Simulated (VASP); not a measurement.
Computed with vdW-DF2, VASP's PBE PAW potentials (set 64) (plane waves; VASP).

VASP ran on this input.

### INCAR
```
! general
SYSTEM    =  Co
PREC      =  Accurate
ENCUT     =  520
LREAL     =  .FALSE.   ! projection in real space or not
LASPH     =  .TRUE.

! electronic loop
EDIFF     =  1E-7   ! SCF stop (eV)
NELM      =  100
ALGO      =  Normal   ! blocked Davidson
LMAXMIX   =  4

! smearing
ISMEAR    =  1   ! Methfessel-Paxton
SIGMA     =  0.1

! functional
GGA       =  ML
LUSE_VDW  =  .TRUE.
AGGAC     =  0.0
ZAB_VDW   =  -1.8867

! spin
ISPIN     =  2   ! spin-polarised
MAGMOM    =  2*1.6

! ions
IBRION    =  2
NSW       =  30   ! most ionic steps
ISIF      =  4   ! ions and shape, fixed volume
EDIFFG    =  -0.01   ! ionic stop

! output
LWAVE     =  .FALSE.
LCHARG    =  .FALSE.
LORBIT    =  10
```

POSCAR:
```
Co
1.0
  1.2988914537  -2.2497462433   0.0000000000
  1.2988914537   2.2497462433   0.0000000000
  0.0000000000   0.0000000000   4.1928347670
Co
2
Cartesian
  1.2988914537   0.7499169143   1.0482086917
  1.2988914537  -0.7499169143   3.1446260752
```

**KPOINTS**
```
Regular mesh
0
G
16 16 9
```

POTCAR, in this order: Co (PBE.64 set). Program: vasp_std.

The resulting files:

### OSZICAR
```
       N       E                     dE             d eps       ncg     rms          rms(c)
DAV:   1     0.882119312403E+02    0.88212E+02   -0.83865E+03  9104   0.154E+03
DAV:   2    -0.667584715916E+01   -0.94888E+02   -0.87944E+02  9028   0.253E+02
DAV:   3    -0.894331792628E+01   -0.22675E+01   -0.21883E+01 10778   0.550E+01
DAV:   4    -0.897839750135E+01   -0.35080E-01   -0.35071E-01 13117   0.528E+00
DAV:   5    -0.897863483495E+01   -0.23733E-03   -0.23733E-03 11235   0.432E-01    0.120E+01
DAV:   6    -0.794575234131E+01    0.10329E+01   -0.13309E+01  9644   0.710E+01    0.755E+00
DAV:   7    -0.737897387716E+01    0.56678E+00   -0.22664E+00  9798   0.287E+01    0.306E+00
DAV:   8    -0.737248812481E+01    0.64858E-02   -0.26759E-02 12187   0.154E+00    0.138E+00
DAV:   9    -0.736223421182E+01    0.10254E-01   -0.71053E-03 12236   0.126E+00    0.432E-01
DAV:  10    -0.736159486895E+01    0.63934E-03   -0.22657E-03 11536   0.629E-01    0.105E-01
DAV:  11    -0.736166660007E+01   -0.71731E-04   -0.17792E-04 12176   0.220E-01    0.636E-02
DAV:  12    -0.736168743287E+01   -0.20833E-04   -0.15771E-05 11011   0.679E-02    0.209E-02
DAV:  13    -0.736169525963E+01   -0.78268E-05   -0.98806E-06  9693   0.386E-02    0.126E-02
DAV:  14    -0.736169596132E+01   -0.70168E-06   -0.82960E-07 11294   0.912E-03    0.691E-03
DAV:  15    -0.736169498189E+01    0.97943E-06   -0.12693E-07  7244   0.529E-03    0.702E-04
DAV:  16    -0.736169482484E+01    0.15705E-06   -0.33849E-08  5298   0.199E-03    0.613E-04
DAV:  17    -0.736169473188E+01    0.92959E-07   -0.69345E-09  4962   0.109E-03
   1 F= -.73616947E+01 E0= -.73616483E+01  d E =-.736169E+01  mag=     3.1907
```

File OUTCAR:
```
------------------------ aborting loop because EDIFF is reached ----------------------------------------
  FORCE on cell =-STRESS in cart. coord.  units (eV):
  Direction    XX          YY          ZZ          XY          YZ          ZX
  --------------------------------------------------------------------------------------
  Total       -1.4710516     -1.4710519     -1.4445257      0.0000000      0.0000000      0.0000000
  in kB      -96.1821204    -96.1821420    -94.4477711      0.0000000      0.0000000      0.0000000
  external PRESSURE =     -95.6040112 kB  Pullay stress =       0.0000000 kB
  volume of cell :       24.50
      direct lattice vectors                 reciprocal lattice vectors
     1.298891454 -2.249746243  0.000000000     0.384943637 -0.222247287  0.000000000
     1.298891454  2.249746243  0.000000000     0.384943637  0.222247287  0.000000000
     0.000000000  0.000000000  4.192834767     0.000000000  0.000000000  0.238502125
 POSITION                                       TOTAL-FORCE (eV/Angst)
 -----------------------------------------------------------------------------------
      1.29889      0.74992      1.04821        -0.000000      0.000000      0.000000
      1.29889     -0.74992      3.14463         0.000000     -0.000000      0.000000
 -----------------------------------------------------------------------------------
    total drift:                               -0.000000      0.000017     -0.000029
  FREE ENERGIE OF THE ION-ELECTRON SYSTEM (eV)
  ---------------------------------------------------
  free  energy   TOTEN  =        -7.3616947319 eV

  energy  without entropy=       -7.3615554868  energy(sigma->0) =       -7.36164832

 total charge

# of ion       s       p       d       tot
------------------------------------------
    1        0.435   0.402   7.260   8.097
    2        0.435   0.402   7.260   8.097
--------------------------------------------------
tot          0.871   0.805  14.519  16.195

 magnetization (x)

# of ion       s       p       d       tot
------------------------------------------
    1       -0.012  -0.047   1.701   1.641
    2       -0.012  -0.047   1.701   1.641
--------------------------------------------------
tot         -0.024  -0.094   3.401   3.282

 reached required accuracy - stopping structural energy minimisation
```
(Selected blocks of OUTCAR.)

### OUTCAR
```
 val. band max:        8.6770231504   @ k =   0.1250   0.1250   0.1111

 cond. band min:       8.6796435873   @ k =   0.1875   0.0625   0.1111


 Fermi energy:         8.6788518074

 spin component 1

 k-point     1 :       0.0000    0.0000    0.0000
  band No.  band energies     occupation
      1       0.6933      1.00000
      2       4.2480      1.00000
      3       6.3827      1.00000
      4       6.3954      1.00000
      5       6.3954      1.00000
      6       6.6495      1.00000
      7       6.6495      1.00000
      8       6.9203      1.00000
      9       6.9204      1.00000
     10       7.8466      1.00000
     11       7.8467      1.00000
     12       9.0452     -0.00000
     13      14.1633      0.00000
     14      30.0943      0.00000
     15      31.0610      0.00000

 k-point     2 :       0.0625    0.0000    0.0000
  band No.  band energies     occupation
      1       0.8186      1.00000
      2       4.3214      1.00000
      3       6.2556      1.00000
      4       6.4487      1.00000
      5       6.5096      1.00000
      6       6.6250      1.00000
      7       6.6966      1.00000
      8       6.8654      1.00000
      9       6.8873      1.00000
     10       7.4831      1.00000
     11       7.8608      1.00000
     12       9.5554     -0.00000
     13      14.1918      0.00000
     14      28.5207      0.00000
     15      29.8353      0.00000

 k-point     3 :       0.1250    0.0000    0.0000
  band No.  band energies     occupation
      1       1.1884      1.00000
      2       4.5216      1.00000
      3       6.0973      1.00000
      4       6.5331      1.00000
      5       6.6023      1.00000
      6       6.6034      1.00000
      7       6.6747      1.00000
      8       6.7992      1.00000
      9       6.8329      1.00000
     10       7.0706      1.00000
     11       7.8954      1.00000
     12      10.5082     -0.00000
     13      14.2851      0.00000
...
```

The compound is Co in the hcp structure. This cell is one point of a volume scan, at 1.06 of the reference volume.
